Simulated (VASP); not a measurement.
Level of theory: PBEsol GGA, VASP's PBE PAW potentials (set 64) (plane waves; VASP).

Input for VASP

File POSCAR:
```
MgS
1.0
  0.0000000000   2.6000000000   2.6000000000
  2.6000000000   0.0000000000   2.6000000000
  2.6000000000   2.6000000000   0.0000000000
Mg S
1 1
Direct
  0.0000000000   0.0000000000   0.0000000000
  0.5000000000   0.5000000000   0.5000000000
```

INCAR:
```
! general
SYSTEM=MgS
PREC  =Accurate
ENCUT =520
LREAL =.FALSE.
LASPH =.TRUE.

! electronic loop
EDIFF =1E-6
NELM  =100
ALGO  =Normal

! smearing
ISMEAR=0
SIGMA =0.05

! functional
GGA   =PS

! ions
IBRION=2
NSW   =60
ISIF  =3
EDIFFG=-0.01

! output
LWAVE =.FALSE.
LCHARG=.FALSE.
```

**KPOINTS**
```
Automatic mesh
0
Gamma
8 8 8
0 0 0
```

POTCAR, in this order: Mg S (PBE.64 set). Program: vasp_std.

The resulting files:

File OSZICAR:
```
       N       E                     dE             d eps       ncg     rms          rms(c)
DAV:   1     0.227604757426E+02    0.22760E+02   -0.37964E+03   488   0.820E+02
DAV:   2    -0.845505755226E+01   -0.31216E+02   -0.30039E+02   624   0.108E+02
DAV:   3    -0.944000451170E+01   -0.98495E+00   -0.98495E+00   584   0.262E+01
DAV:   4    -0.944380315936E+01   -0.37986E-02   -0.37986E-02   712   0.190E+00
DAV:   5    -0.944381266296E+01   -0.95036E-05   -0.95036E-05   608   0.689E-02    0.411E+00
DAV:   6    -0.911812546132E+01    0.32569E+00   -0.82667E-01   520   0.443E+00    0.310E+00
DAV:   7    -0.907657636329E+01    0.41549E-01   -0.20036E-01   600   0.231E+00    0.195E+00
DAV:   8    -0.907389486715E+01    0.26815E-02   -0.90632E-03   544   0.769E-01    0.689E-01
DAV:   9    -0.907377199081E+01    0.12288E-03   -0.38230E-04   576   0.153E-01    0.243E-01
DAV:  10    -0.907377521032E+01   -0.32195E-05   -0.50944E-05   632   0.440E-02    0.504E-02
DAV:  11    -0.907377679174E+01   -0.15814E-05   -0.84146E-07   552   0.810E-03    0.141E-02
DAV:  12    -0.907377661822E+01    0.17352E-06   -0.64677E-08   312   0.160E-03
   1 F= -.90737766E+01 E0= -.90737766E+01  d E =-.907378E+01
       N       E                     dE             d eps       ncg     rms          rms(c)
DAV:   1    -0.908221110528E+01   -0.84343E-02   -0.14730E-01   528   0.252E+00    0.643E-01
DAV:   2    -0.907581634726E+01    0.63948E-02   -0.18617E-02   472   0.736E-01    0.203E-01
DAV:   3    -0.907513169925E+01    0.68465E-03   -0.38191E-03   512   0.347E-01    0.137E-01
DAV:   4    -0.907512378872E+01    0.79105E-05   -0.28291E-05   536   0.470E-02    0.118E-01
DAV:   5    -0.907511374471E+01    0.10044E-04   -0.16320E-05   504   0.315E-02    0.172E-02
DAV:   6    -0.907511260609E+01    0.11386E-05   -0.24603E-07   256   0.458E-03    0.710E-03
DAV:   7    -0.907511252040E+01    0.85685E-07   -0.14807E-08   256   0.117E-03
   2 F= -.90751125E+01 E0= -.90751125E+01  d E =-.133590E-02
       N       E                     dE             d eps       ncg     rms          rms(c)
DAV:   1    -0.907543832868E+01   -0.32572E-03   -0.51515E-03   528   0.468E-01    0.118E-01
DAV:   2    -0.907521507950E+01    0.22325E-03   -0.65817E-04   472   0.139E-01    0.374E-02
DAV:   3    -0.907519026223E+01    0.24817E-04   -0.13405E-04   512   0.649E-02    0.244E-02
DAV:   4    -0.907518939661E+01    0.86562E-06   -0.96404E-07   432   0.882E-03
   3 F= -.90751894E+01 E0= -.90751894E+01  d E =-.141278E-02
```

File OUTCAR:
```
------------------------ aborting loop because EDIFF is reached ----------------------------------------
  FORCE on cell =-STRESS in cart. coord.  units (eV):
  Direction    XX          YY          ZZ          XY          YZ          ZX
  --------------------------------------------------------------------------------------
  Total        0.0008139      0.0008139      0.0008139      0.0000000     -0.0000000      0.0000000
  in kB        0.0375767      0.0375767      0.0375767      0.0000000     -0.0000000      0.0000000
  external PRESSURE =       0.0375767 kB  Pullay stress =       0.0000000 kB
  volume of cell :       34.70
      direct lattice vectors                 reciprocal lattice vectors
    -0.000000000  2.588872591  2.588872591    -0.193134263  0.193134263  0.193134263
     2.588872591  0.000000000  2.588872591     0.193134263 -0.193134263  0.193134263
     2.588872591  2.588872591  0.000000000     0.193134263  0.193134263 -0.193134263
 POSITION                                       TOTAL-FORCE (eV/Angst)
 -----------------------------------------------------------------------------------
      0.00000      0.00000      0.00000        -0.000000     -0.000000      0.000000
      2.58887      2.58887      2.58887         0.000000      0.000000     -0.000000
 -----------------------------------------------------------------------------------
    total drift:                                0.000000      0.000000      0.000000
  FREE ENERGIE OF THE ION-ELECTRON SYSTEM (eV)
  ---------------------------------------------------
  free  energy   TOTEN  =        -9.0751893966 eV

  energy  without entropy=       -9.0751893966  energy(sigma->0) =       -9.07518940

 reached required accuracy - stopping structural energy minimisation
```
(Selected blocks of OUTCAR.)

**CONTCAR**
```
MgS
   1.00000000000000
    -0.0000000000000000    2.5888725909001185    2.5888725909001185
     2.5888725909001185    0.0000000000000000    2.5888725909001185
     2.5888725909001185    2.5888725909001185    0.0000000000000000
  Mg              S
     1     1
Direct
     0.0000000000000000    0.0000000000000000    0.0000000000000000
     0.5000000000000000    0.5000000000000000    0.5000000000000000
```

The compound is MgS in the rock salt structure. This run relaxes it. Symmetry was kept, so distortions that lower it aren't found.
